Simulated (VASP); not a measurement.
Al18NO, 20 atoms in the cell. The cell holds a slab with vacuum, 20 atoms: a = 12.150 Å, b = 5.728 Å, c = 15.864 Å, α = 90.00°, β = 90.00°, γ = 90.00°. The cell was built by a generator and needn't be a form met in nature.

- Program: VASP 6.6.1
- Task: single point
- Functional: PBE
- Potentials or basis: VASP PAW PBE potentials, release 64 (Al, N, O)
- Cutoff: 520 eV
- k mesh: 1 × 2 × 1
- Occupations: fermi-dirac, width 0.15 eV
- Spin: no spin polarisation
- Dipole correction: no
- Further INCAR settings: LREAL = Auto; ALGO = Fast; EDIFF = 1e-06; NBANDS = 48

Potentials or basis: VASP PAW PBE potentials, release 64 (Al, N, O).

Command:

```sh
$ cat potpaw_PBE.64/Al/POTCAR potpaw_PBE.64/N/POTCAR potpaw_PBE.64/O/POTCAR > POTCAR
$ mpirun -np 1 vasp_std > vasp.out
```

Hardware: 1 thread of Intel(R) Xeon(R) Platinum 8259CL CPU @ 2.50GHz (Skylake/Cascade Lake), with other jobs on the host.

Problem. How long does it take, and how much memory?

Solution. It took 3.7 min on 1 thread of Intel(R) Xeon(R) Platinum 8259CL CPU @ 2.50GHz (Skylake/Cascade Lake) (shared host), peak memory 0.99 GiB. Counts: scf iterations 21, k points 2.
